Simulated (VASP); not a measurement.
Output of a VASP run:

OSZICAR:
```
...
   8 F= -.14897353E+03 E0= -.14897353E+03  d E =-.134828E-01  mag=     1.0000
       N       E                     dE             d eps       ncg     rms          rms(c)
DAV:   1    -0.148952089993E+03    0.21438E-01   -0.44236E+01  1384   0.102E+01    0.133E+00
RMM:   2    -0.148983517770E+03   -0.31428E-01   -0.37728E-01  1360   0.997E-01    0.337E-01
RMM:   3    -0.148987664457E+03   -0.41467E-02   -0.50333E-02  1362   0.375E-01    0.330E-01
RMM:   4    -0.148987775720E+03   -0.11126E-03   -0.79928E-03  1370   0.144E-01    0.260E-01
RMM:   5    -0.148987681740E+03    0.93980E-04   -0.20351E-03  1360   0.707E-02    0.939E-02
RMM:   6    -0.148987730122E+03   -0.48382E-04   -0.49211E-04  1369   0.314E-02    0.401E-02
RMM:   7    -0.148987722979E+03    0.71430E-05   -0.10533E-04  1112   0.139E-02    0.215E-02
RMM:   8    -0.148987724768E+03   -0.17891E-05   -0.48243E-05  1050   0.974E-03
   9 F= -.14898772E+03 E0= -.14898772E+03  d E =-.276746E-01  mag=     1.0000
       N       E                     dE             d eps       ncg     rms          rms(c)
DAV:   1    -0.148987245754E+03    0.47722E-03   -0.89869E-01  1456   0.145E+00    0.193E-01
RMM:   2    -0.148987876993E+03   -0.63124E-03   -0.76025E-03  1360   0.140E-01    0.466E-02
RMM:   3    -0.148987959280E+03   -0.82287E-04   -0.10050E-03  1360   0.535E-02    0.435E-02
RMM:   4    -0.148987962540E+03   -0.32600E-05   -0.17084E-04  1288   0.208E-02    0.342E-02
RMM:   5    -0.148987962121E+03    0.41925E-06   -0.42967E-05   997   0.100E-02
  10 F= -.14898796E+03 E0= -.14898796E+03  d E =-.279119E-01  mag=     1.0000
       N       E                     dE             d eps       ncg     rms          rms(c)
DAV:   1    -0.148990122388E+03   -0.21598E-02   -0.53996E+00  1408   0.371E+00    0.468E-01
RMM:   2    -0.148993759908E+03   -0.36375E-02   -0.43486E-02  1360   0.348E-01    0.110E-01
RMM:   3    -0.148994287590E+03   -0.52768E-03   -0.60535E-03  1366   0.132E-01    0.106E-01
RMM:   4    -0.148994301054E+03   -0.13463E-04   -0.81225E-04  1370   0.492E-02    0.831E-02
RMM:   5    -0.148994287799E+03    0.13255E-04   -0.21779E-04  1356   0.243E-02    0.279E-02
RMM:   6    -0.148994292957E+03   -0.51580E-05   -0.46287E-05  1006   0.103E-02
  11 F= -.14899429E+03 E0= -.14899429E+03  d E =-.633084E-02  mag=     1.0000
       N       E                     dE             d eps       ncg     rms          rms(c)
DAV:   1    -0.148994129463E+03    0.15834E-03   -0.15900E+00  1440   0.201E+00    0.251E-01
RMM:   2    -0.148995212373E+03   -0.10829E-02   -0.12938E-02  1360   0.189E-01    0.615E-02
RMM:   3    -0.148995366537E+03   -0.15416E-03   -0.17480E-03  1360   0.717E-02    0.579E-02
RMM:   4    -0.148995375725E+03   -0.91872E-05   -0.29652E-04  1375   0.276E-02    0.473E-02
RMM:   5    -0.148995372968E+03    0.27570E-05   -0.57600E-05  1071   0.127E-02
  12 F= -.14899537E+03 E0= -.14899537E+03  d E =-.741085E-02  mag=     1.0000
       N       E                     dE             d eps       ncg     rms          rms(c)
DAV:   1    -0.148995791973E+03   -0.41625E-03   -0.18564E+00  1408   0.217E+00    0.251E-01
RMM:   2    -0.148996817067E+03   -0.10251E-02   -0.12498E-02  1360   0.198E-01    0.590E-02
RMM:   3    -0.148996963850E+03   -0.14678E-03   -0.17312E-03  1360   0.753E-02    0.513E-02
RMM:   4    -0.148996963894E+03   -0.44223E-07   -0.26317E-04  1366   0.286E-02    0.379E-02
RMM:   5    -0.148996961238E+03    0.26558E-05   -0.74933E-05  1211   0.144E-02
  13 F= -.14899696E+03 E0= -.14899696E+03  d E =-.158827E-02  mag=     1.0000
```

### OUTCAR
```
------------------------ aborting loop because EDIFF is reached ----------------------------------------
  FORCE on cell =-STRESS in cart. coord.  units (eV):
  Direction    XX          YY          ZZ          XY          YZ          ZX
  --------------------------------------------------------------------------------------
  Total       14.8030745     14.8095417     14.8527815     -0.0451384     -0.0302035     -0.0243223
  in kB       10.1959089     10.2003633     10.2301456     -0.0310900     -0.0208032     -0.0167525
  external PRESSURE =      10.2088060 kB  Pullay stress =       0.0000000 kB
  volume of cell :     2326.14
      direct lattice vectors                 reciprocal lattice vectors
    13.249887362  0.000000000  0.000000000     0.075472340  0.000000000  0.000000000
     0.000000000 13.249887362  0.000000000     0.000000000  0.075472340  0.000000000
     0.000000000  0.000000000 13.249887362     0.000000000  0.000000000  0.075472340
 POSITION                                       TOTAL-FORCE (eV/Angst)
 -----------------------------------------------------------------------------------
      6.62485      0.00264      0.00010        -0.002799     -0.002935      0.001914
      9.93189      3.31577      0.00230        -0.002190      0.004110     -0.008585
      9.93040     13.24811      3.31914         0.002939     -0.009907      0.003033
     13.24960      0.00008      0.00001         0.000156      0.000272      0.000877
      3.31975      3.31918      0.00421        -0.002190     -0.002905      0.006445
      6.62403      6.62336      0.00180         0.000126      0.002226      0.000869
      9.93096      9.93145      0.00134         0.002924      0.005043      0.009654
      3.31925      0.00524      3.31956        -0.000841      0.005297      0.001142
      6.67494      3.35004      3.35008         0.001942      0.004207      0.003917
      9.90652      6.58525      3.34592        -0.004314      0.000991      0.000880
      6.62386      0.00072      6.62345        -0.000431      0.000480      0.000225
      9.90599      3.34575      6.58278        -0.000668      0.002732      0.003462
      9.93098      0.00154      9.93024        -0.001062      0.011182      0.001534
     13.24890      6.62530      0.00171        -0.001812      0.001324      0.003566
      3.31577      9.93357      0.00261         0.004901     -0.000565     -0.008213
      0.00360      3.31959      3.31915         0.004870     -0.007157      0.002422
      3.34873      6.67269      3.34813         0.000354     -0.007270      0.002610
      6.58204      9.90573      3.34555         0.001683      0.002452      0.002759
     13.24780      0.00064      6.62530         0.000002      0.000384     -0.003401
      3.34708      3.34686      6.67120         0.002225      0.006540      0.000283
      9.90042      9.90057      6.67504        -0.001849      0.000501     -0.003575
      3.31844     13.24970      9.92979        -0.005375     -0.009056      0.009430
      6.58327      3.34469      9.90766         0.004463      0.003601     -0.002887
      9.90656      6.66463      9.90782        -0.004195     -0.004394     -0.004406
     13.24762      9.93228      3.31889        -0.007305      0.003821      0.003225
     13.24967      6.62446      6.62306         0.000029     -0.000498     -0.002590
      3.34534      9.90561      6.58119        -0.001459      0.000690      0.002137
      0.00094      3.31667      9.93203        -0.009046      0.002423      0.000148
      3.33966      6.58764      9.91153         0.010841     -0.002279     -0.006969
      6.66730      9.90529      9.90783        -0.006049      0.000257     -0.001438
      0.00011      9.93278      9.93043         0.008363     -0.000074     -0.004855
      8.27820      1.65664      1.65929         0.002183      0.002115      0.002512
     11.59294      4.97122      1.65850        -0.000056     -0.002950      0.003862
     11.59266      1.65761      4.97071         0.000270      0.002730     -0.002254
      1.65695      1.65718      1.65718        -0.001484      0.000909     -0.000232
      4.97002      4.96860      1.67048         0.005885      0.005039     -0.000292
      8.28144      8.28191      1.66624        -0.005502     -0.004562      0.000719
     11.59249     11.59420      1.65695         0.000654     -0.007074      0.001948
      4.97100      1.67076      4.96946         0.001996     -0.001272      0.005216
      8.23494      5.02504      5.02456        -0.007772     -0.002412     -0.001381
     11.58326      8.28413      4.97019        -0.002083     -0.007925      0.008577
      8.28074      1.66669      8.28081        -0.005016     -0.002045     -0.002963
     11.58622      4.96746      8.28240         0.000430      0.009643     -0.005268
     11.59279      1.65528     11.59304        -0.000666      0.012843      0.000620
      1.65654      8.27906      1.65891        -0.000773      0.000800      0.003558
      4.97082     11.59522      1.65830         0.001211     -0.002907      0.003534
      1.66918      4.96954      4.96890        -0.000721      0.004178      0.005615
      5.02341      8.23264      5.02324        -0.006450     -0.001580     -0.003244
      8.28236     11.58293      4.97070        -0.006669     -0.000878      0.005138
      1.65675      1.65625      8.27800         0.001606      0.004016      0.000322
      5.01272      5.01929      8.24332         0.002785     -0.000143     -0.016100
      8.22848      8.22728      8.23958         0.003219      0.002194     -0.008127
     11.59153     11.59371      8.27850        -0.002329     -0.003917      0.003231
      4.96986      1.65670     11.59356        -0.001257      0.005203      0.000203
      8.28262      4.96684     11.58739        -0.007800      0.008533     -0.000770
     11.59367      8.27991     11.59355        -0.002858      0.000368     -0.001098
...
```
(Selected blocks of OUTCAR.)

**POSCAR**
```
Cd31LiTe32
1
   13.2498873621     0.0000000000     0.0000000000
    0.0000000000    13.2498873621    -0.0000000000
   -0.0000000000    -0.0000000000    13.2498873621
Cd Te Li
31 32 1
Direct
  0.5000000000   0.0000000000   0.0000000000
  0.7500000000   0.2500000000   0.0000000000
  0.7500000000   0.0000000000   0.2500000000
  0.0000000000   0.0000000000   0.0000000000
  0.2500000000   0.2500000000   0.0000000000
  0.5000000000   0.5000000000   0.0000000000
  0.7500000000   0.7500000000   0.0000000000
  0.2500000000   0.0000000000   0.2500000000
  0.5000000000   0.2500000000   0.2500000000
  0.7500000000   0.5000000000   0.2500000000
  0.5000000000   0.0000000000   0.5000000000
  0.7500000000   0.2500000000   0.5000000000
  0.7500000000   0.0000000000   0.7500000000
  0.0000000000   0.5000000000   0.0000000000
  0.2500000000   0.7500000000   0.0000000000
  0.0000000000   0.2500000000   0.2500000000
  0.2500000000   0.5000000000   0.2500000000
  0.5000000000   0.7500000000   0.2500000000
  0.0000000000   0.0000000000   0.5000000000
  0.2500000000   0.2500000000   0.5000000000
  0.7500000000   0.7500000000   0.5000000000
  0.2500000000   0.0000000000   0.7500000000
  0.5000000000   0.2500000000   0.7500000000
  0.7500000000   0.5000000000   0.7500000000
  0.0000000000   0.7500000000   0.2500000000
  0.0000000000   0.5000000000   0.5000000000
  0.2500000000   0.7500000000   0.5000000000
  0.0000000000   0.2500000000   0.7500000000
  0.2500000000   0.5000000000   0.7500000000
  0.5000000000   0.7500000000   0.7500000000
  0.0000000000   0.7500000000   0.7500000000
  0.6250000000   0.1250000000   0.1250000000
  0.8750000000   0.3750000000   0.1250000000
  0.8750000000   0.1250000000   0.3750000000
  0.1250000000   0.1250000000   0.1250000000
  0.3750000000   0.3750000000   0.1250000000
  0.6250000000   0.6250000000   0.1250000000
  0.8750000000   0.8750000000   0.1250000000
  0.3750000000   0.1250000000   0.3750000000
  0.6253600000   0.3786060000   0.3780660000
  0.8750000000   0.6250000000   0.3750000000
  0.6250000000   0.1250000000   0.6250000000
  0.8750000000   0.3750000000   0.6250000000
  0.8750000000   0.1250000000   0.8750000000
  0.1250000000   0.6250000000   0.1250000000
  0.3750000000   0.8750000000   0.1250000000
  0.1250000000   0.3750000000   0.3750000000
  0.3758160000   0.6264730000   0.3753110000
  0.6250000000   0.8750000000   0.3750000000
  0.1250000000   0.1250000000   0.6250000000
  0.3759370000   0.3786140000   0.6262780000
  0.6231640000   0.6218400000   0.6263410000
  0.8750000000   0.8750000000   0.6250000000
  0.3750000000   0.1250000000   0.8750000000
  0.6250000000   0.3750000000   0.8750000000
  0.8750000000   0.6250000000   0.8750000000
  0.1250000000   0.8750000000   0.3750000000
  0.1250000000   0.6250000000   0.6250000000
  0.3750000000   0.8750000000   0.6250000000
  0.1250000000   0.3750000000   0.8750000000
  0.3750000000   0.6250000000   0.8750000000
  0.6250000000   0.8750000000   0.8750000000
  0.1250000000   0.8750000000   0.8750000000
  0.4995900000   0.4978740000   0.5029760000
```

Reconstruct the remaining input files.

One answer among several that fit: the input of the run itself, PBE GGA, plane waves, VASP's PBE PAW potentials (set 64).

### KPOINTS
```
Automatic mesh
0
Gamma
1 1 1
0 0 0
```

INCAR:
```
ALGO = Fast
EDIFF = 1E-5
EDIFFG = -0.03
ENCUT = 400
GGA = PE
IBRION = 2
ISIF = 2
ISMEAR = 0
ISPIN = 2
ISYM = 0
LASPH = .TRUE.
LCHARG = .FALSE.
LMAXMIX = 4
LORBIT = 10
LREAL = Auto
LWAVE = .FALSE.
MAGMOM = 64*0.0156
NELECT = 567.0
NELM = 100
NELMIN = 4
NSW = 60
NUPDOWN = 1
PREC = Normal
SIGMA = 0.05
SYSTEM = Cd31LiTe32
```

POTCAR, in this order: Cd Te Li (PBE.64 set). Program: vasp_gam.

At this cut-off the stress carries a Pulay error, which pulls relaxed volumes low. The cell is charged, with a uniform compensating background. The supercell is sampled at Γ alone, which is coarse: total energies, pressure and levels can be off, energies of defects by several tenths of an eV.

The cell is a supercell with a defect, built from CdTe (zinc blende): Li_Cd, charge -2.
